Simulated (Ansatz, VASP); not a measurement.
# BaZrO3: VASP beside Ansatz

One calculation is typed for both programs; each brings its own data sets. How far apart do they land? The cell is taken from a series of runs on this material, whose earlier steps may have relaxed, scaled, displaced or heated it; both programs get it as it stands.

Calculated with Ansatz 0.2.0; plane waves, with VASP 6.6.1 beside it; zone-centre phonons at LDA.

## (1) Set-up

Symmetry: Pm-3m, No. 221, cubic system. The conventional cell has a = 4.229 Å, b = 4.229 Å, c = 4.229 Å, α = 90.00°, β = 90.00°, γ = 90.00°. Nearest to O lie 2 Zr at 2.11 Å and 4 Ba at 2.99 Å. Zr has 6 O at 2.11 Å nearest. Nearest to Ba lie 12 O at 2.99 Å. Farther neighbours and most contacts between anions are not listed.

## (2) Ansatz: zone-centre phonons, LDA

Ansatz runs on its PAW soft_1 files.

Second derivatives magnify differences that forces hide, and they need a tight electronic threshold.

The input, input.yaml:

```yaml
crystal:
  lattice:
    - [4.2288633346, 0.0, 0.0]
    - [0.0, 4.2288633346, 0.0]
    - [0.0, 0.0, 4.2288633346]
  atoms:
    - { symbol: O, position: [0.0, 0.5, 0.5] }
    - { symbol: O, position: [0.5, 0.0, 0.5] }
    - { symbol: O, position: [0.5, 0.5, 0.0] }
    - { symbol: Zr, position: [0.5, 0.5, 0.5] }
    - { symbol: Ba, position: [0.0, 0.0, 0.0] }
kpoints:
  mp_grid: { grid: [8, 8, 8] }
hamiltonian:
  xc: lda
  pseudopotentials: { kind: paw, azcp: { folder: soft_1 }, xc_functional: pbe }
scf:
  occupations: { method: fixed }
output:
  eigenvalues: true
phonons:
  method: dfpt
  dielectric: true
  rigid_motions: translations
```

The run is started by

```console
$ ansatz run input.yaml --threads 8 --pin off --max-ram 16384MiB --backend cpu --events-out ev --progress --plain --runs-dir out
```

Numbers of over 12 decimals in the logs are rounded to 6 here.

Output:

```text
Engine: ansatz 0.2.0, x86_64-unknown-linux-gnu
Pseudopotentials: kind: paw
Pseudopotential: O, paw, valence charge 6, recommended cutoff 420 eV (normal), soft_1/O.paw.azcp
Pseudopotential: Zr, paw, valence charge 12, recommended cutoff 420 eV (normal), soft_1/Zr.paw.azcp
Pseudopotential: Ba, paw, valence charge 10, recommended cutoff 420 eV (normal), soft_1/Ba.paw.azcp
Functional definition: SPW92
  exchange = slater_x
  correlation = pw_c
Crystal: 5 atoms, lattice volume = 75.626 Å³
Basis set: ecut = 420 eV, 1419 PW (Γ), exchange–correlation on 60×60×60 points (8 copies of the dense FFT grid, shifted against one another)
Bands: 25, of which v1, the nominal top of the filled ones, is band 20 counted from 1 (19 counted from 0)
Symmetry: 48 space group operations
k-points: 170 of 512 (irreducible under 2 space group operations, time reversal used)
Non-local potential: O, projectors of the file, l = 0: 2, l = 1: 2, l = 2: 1
Non-local potential: Zr, projectors of the file, l = 0: 3, l = 1: 2, l = 2: 2, l = 3: 1
Non-local potential: Ba, projectors of the file, l = 0: 3, l = 1: 2, l = 2: 2, l = 3: 2
PAW form: soft (Blöchl's): semilocal exchange-correlation on the pseudo side does not see the compensation charge
PAW frozen core: O, regenerated for the run's functional, and the local potential with it (the file was generated under x = pbe(κ = 0.804, μ = 0.219515), c = pbe(β = 0.066725))
PAW frozen core: Zr, regenerated for the run's functional, and the local potential with it (the file was generated under x = pbe(κ = 0.804, μ = 0.219515), c = pbe(β = 0.066725))
PAW frozen core: Ba, regenerated for the run's functional, and the local potential with it (the file was generated under x = pbe(κ = 0.804, μ = 0.219515), c = pbe(β = 0.066725))
PAW one-centre angular grid: O, 110 points (default); XC on 64 Gauss nodes
PAW one-centre angular grid: Zr, 590 points (default); XC on 64 Gauss nodes
PAW one-centre angular grid: Ba, 194 points (default); XC on 64 Gauss nodes
Initial density: superposition of atomic densities (chi_scale 0.1, normalization cell, long waves kept (reshape's long-wave potential 0.00 eV rms))
Initial wavefunctions: pseudopotential atomic-orbital guess
Functional: x = slater, c = lda
SCF iter   1: F=—  HF=-11532.829548 eV  |F-HF|=—  |Δ(HF+E_count)|=         —  Δρ=6.10e-2  dr2=2.01e0  ethr=3.10e-3  ⟨swp⟩=5.0  Hψ=18504  notcnv=0  defer=352
preconditioner: auto → Resta (q_TF=auto, 2.454 Å⁻¹)  ε∞=5.0  [insulator: Δε(μ)=2.543 eV  Ē_g=11.747 eV  n_scr=18 (ndim 8)  ℏωp=23.4 eV  f_vac=0.000  ε∞_Penn≈5.0]
SCF iter   2: F=—  HF=-11532.494438 eV  |F-HF|=—  |Δ(HF+E_count)|=   3.35e-1  Δρ=2.39e-2  dr2=4.75e-1  ethr=3.10e-3  ⟨swp⟩=2.3  Hψ=7958  notcnv=0  defer=351
SCF iter   3: F=—  HF=-11532.445132 eV  |F-HF|=—  |Δ(HF+E_count)|=   4.93e-2  Δρ=1.34e-2  dr2=1.27e-1  ethr=1.19e-3  ⟨swp⟩=2.0  Hψ=6073  notcnv=0  defer=419
SCF iter   4: F=—  HF=-11532.420656 eV  |F-HF|=—  |Δ(HF+E_count)|=   2.45e-2  Δρ=2.11e-3  dr2=2.42e-3  ethr=3.17e-4  ⟨swp⟩=2.9  Hψ=7481  notcnv=0  defer=474
SCF iter   5: F=—  HF=-11532.421179 eV  |F-HF|=—  |Δ(HF+E_count)|=   5.23e-4  Δρ=2.97e-4  dr2=4.09e-5  ethr=6.05e-6  ⟨swp⟩=2.1  Hψ=6314  notcnv=0  defer=494
SCF iter   6: F=—  HF=-11532.421196 eV  |F-HF|=—  |Δ(HF+E_count)|=   1.64e-5  Δρ=5.73e-5  dr2=1.75e-6  ethr=1.02e-7  ⟨swp⟩=2.3  Hψ=6437  notcnv=0  defer=458
SCF iter   7: F=—  HF=-11532.421197 eV  |F-HF|=—  |Δ(HF+E_count)|=   8.56e-7  Δρ=8.63e-6  dr2=6.28e-8  ethr=4.37e-9  ⟨swp⟩=2.0  Hψ=6245  notcnv=0  defer=358
SCF iter   8: F=—  HF=-11532.421197 eV  |F-HF|=—  |Δ(HF+E_count)|=   3.73e-9  Δρ=1.35e-6  dr2=1.65e-9  ethr=1.57e-10  ⟨swp⟩=2.4  Hψ=6637  notcnv=0  defer=358
SCF iter   9: F=-11532.421197 eV  HF=-11532.421197 eV  |F-HF|=2.00e-11  |Δ(HF+E_count)|=  2.20e-10  Δρ=2.27e-7  dr2=4.23e-11  ethr=1.00e-12  ⟨swp⟩=13.1  Hψ=29247  notcnv=0
SCF 1 converged in 9 iterations: F = -11532.421197 eV  dr2 = 4.23e-11
  greatest PAW one-centre occupation: 0.994 electrons in one spin orbital (limit 2), on the Zr atom at site 3 (counted from 0), in its partial waves of l = 0
DFPT response loops at Γ: preconditioner auto → none (the input reference at scf.mixing.eps_inf says where Resta's filter doesn't serve); β = 0.50; Broyden in place of MSR1
SCF converged after 9 iterations
Free energy (F): -11532.421197 eV
Harris-Foulkes:  -11532.421197 eV  (|F-HF|=2.00e-11)
Internal energy: -11532.421197 eV  (E = F + TS)
E sigma→0 (E₀):  -11532.421197 eV
Fermi energy:    9.078187 eV
--- Per-component energies (eV) ---
  E_band       = -118.388801
  E_kinetic    = 977.190195
  E_local      = -1971.834431  (includes V_loc(G=0)·N_el)
  E_nonlocal   = 334.309337
  E_hartree    = 699.840111
  E_xc         = -563.447673
  E_vxc        = -585.329276  (∫ρ·V_xc dr)
  E_paw        = -8339.550065  (= ΣΔE_a)
  E_vpaw       = -272.407134  (= ΣTr[D̂ρ^β])
  E_aug_tail   = 0.002351  (compensation charges beyond the density's cutoff)
  E_ewald      = -2669.874706
  E_core_change = 0.943684  (= ΣΔE_core)
  E_smearing   = -0.000000  (= −TS)
  E_closure    = 0.000000  (closes the sum)
  Σ components = -11532.421197   (vs F -11532.421197, Δ=0.00e0)
--- Band table (eV; the first three rows and the last of 170) ---
  k-point 0: bands = [... 16 lower, 8.1036, 8.8599, 8.8599, 8.8599, 12.1560, 12.1560, 12.1560, 13.6646, ... 1 higher]
  k-point 1: bands = [... 16 lower, 7.9951, 8.4565, 8.8029, 8.8029, 12.2014, 12.5042, 12.5042, 13.9039, ... 1 higher]
  k-point 2: bands = [... 16 lower, 7.7576, 7.8222, 8.7070, 8.7070, 12.3190, 13.3197, 13.3197, 14.4905, ... 1 higher]
  k-point 169: bands = [... 16 lower, 6.5796, 9.0782, 9.0782, 9.0782, 14.9829, 14.9829, 14.9829, 15.8260, ... 1 higher]
--- Phonons (Γ-DFPT): 4 representative perturbations + reference, on 170 of 512 k-points (Σ response iterations 12) ---
  k mesh reduced under 2 symmetry operations, with k and −k counted as one. Each operation leaves every solved perturbation unchanged. A smaller set is not considered because the run solves the response to a homogeneous field
  ASR residual: 8.614e-5 → 0.000e0 eV/Å²; symmetrization residual: 4.804e-6 eV/Å²
  ASR residual per site (eV/Å²): 8.61e-5 8.61e-5 8.61e-5 5.25e-5 5.07e-5
  Γ frequencies (cm⁻¹): 0.00 0.00 0.00 62.43 62.43 62.43 177.83 177.83 177.83 182.18 182.18 182.18 450.74 450.74 450.74
  ε∞ (high-frequency dielectric tensor):
        4.911840    -0.000000     0.000000
       -0.000000     4.911840    -0.000000
       -0.000000     0.000000     4.911840
  ε⁰ (static dielectric tensor: ions relaxed, cell fixed):
      139.534385    -0.000000    -0.000000
       -0.000000   139.534385    -0.000000
       -0.000000    -0.000000   139.534385
  ε⁰ − ε∞ (ionic part):
      134.622545    -0.000000    -0.000000
       -0.000000   134.622545    -0.000000
       -0.000000    -0.000000   134.622545
  softest optical mode at Γ: 62.43 cm⁻¹; the repairs (sum rule, projections) moved no ω² at Γ by more than (1.64 cm⁻¹)²
  Born effective charges Z* (e; rows j = field, columns β = displacement):
    site 0:
        -4.81845   -0.00000   -0.00000
         0.00000   -2.00073    0.00000
         0.00000    0.00000   -2.00073
    site 1:
        -2.00073   -0.00000    0.00000
        -0.00000   -4.81845    0.00000
         0.00000    0.00000   -2.00073
    site 2:
        -2.00073    0.00000    0.00000
        -0.00000   -2.00073    0.00000
         0.00000    0.00000   -4.81845
    site 3:
         6.09841   -0.00000   -0.00000
         0.00000    6.09841    0.00000
         0.00000    0.00000    6.09841
    site 4:
         2.72150    0.00000   -0.00000
        -0.00000    2.72150    0.00000
         0.00000    0.00000    2.72150
  Z* charge neutrality: 3.767e-6 e pre-enforcement
  k-mesh period / interband length: 33.8 Å / 1.59 Å = 21.22 at k = (0.0000, 0.0000, 0.0000), direct gap 3.296 eV — 14 or more, which is no proof of convergence
  optical modes at Γ without the LO–TO term, one row a degenerate level:
      ω (cm⁻¹)  modes    IR ((D/Å)²/amu)
[...]
optical modes at Γ + LO–TO along q̂ = [1.0000, 0.0000, 0.0000]:
      ω (cm⁻¹)  modes    IR ((D/Å)²/amu)
[...]
optical modes at Γ + LO–TO along q̂ = [0.0000, 1.0000, 0.0000]:
      ω (cm⁻¹)  modes    IR ((D/Å)²/amu)
[...]
642.82      1            50.7934
  optical modes at Γ + LO–TO along q̂ = [0.0000, 0.0000, 1.0000]:
      ω (cm⁻¹)  modes    IR ((D/Å)²/amu)
         62.43      2            30.2241
        114.16      1             0.1180
        177.83      2            52.2035
        182.18      3             0.0000
        363.46      1             4.7630
        450.74      2            28.9213
        642.82      1            50.7934
```

(Continued in part 2 of 3.)

[Lines on the potential files, build, host, timing and source positions are cut from VASP's logs without a mark.]

[Logs are printed without paths, hosts, clocks, repeated set-up lines and the standing remarks that a program may print on its own settings, such as how far it seeks lower states.]

[Hosts, paths, dates, database ids (printed as entryN), source tags and the programs' standing remarks are cut or masked in the printed files.]
